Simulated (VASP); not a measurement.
VASP ran on this input.

INCAR:
```
ALGO=Normal
EDIFF=1E-6
ENCUT=300
GGA=PE
ISIF=2
ISMEAR=0
LASPH=T
LCHARG=F
LMAXMIX=4
LREAL=F
LWAVE=F
NELM=100
PREC=Accurate
SIGMA=0.272
SYSTEM=TiSb
```

### POSCAR
```
TiSb
1
    4.4694230000     0.0000000000     0.0000000000
   -2.2347110000     3.8706340000     0.0000000000
    0.0000000000     0.0000000000    14.0000000000
Ti Sb
1 1
Direct
  0.6697220000   0.3318960000   0.4994200000
  0.3302780000   0.6681040000   0.5005800000
```

### KPOINTS
```
Automatic mesh
0
G
  7 7 1
0 0 0
```

POTCAR, in this order: Ti_sv Sb (PBE.64 set). Program: vasp_std.

Translate this PBE calculation to Quantum ESPRESSO's pw.x.

One equivalent input (not run):
```
&CONTROL
  calculation = 'scf'
  pseudo_dir = './pseudo'
  outdir = './out'
  tprnfor = .true.
  tstress = .true.
/
&SYSTEM
  ibrav = 0
  nat = 2
  ntyp = 2
  ecutwfc = 84
  occupations = 'smearing'
  smearing = 'gaussian'
  degauss = 0.01999
  input_dft = 'pbe'
/
&ELECTRONS
  conv_thr = 7.3e-08
  electron_maxstep = 100
/
ATOMIC_SPECIES
  Ti 47.867 Ti.upf
  Sb 121.760 Sb.upf
CELL_PARAMETERS angstrom
     4.4694230    0.0000000    0.0000000
    -2.2347110    3.8706340    0.0000000
     0.0000000    0.0000000   14.0000000
ATOMIC_POSITIONS crystal
  Ti   0.6697220  0.3318960  0.4994200
  Sb   0.3302780  0.6681040  0.5005800
K_POINTS automatic
  7 7 1 0 0 0
```
What does not carry over: the potentials are each code's own (VASP's PAW set, PseudoDojo norm-conserving files in pw.x), so ENCUT and ecutwfc are chosen apart and not converted; conv_thr bounds pw.x's estimated SCF error, while EDIFF bounds the energy change between steps.

The cell is a sheet with vacuum, built from a generated structure.
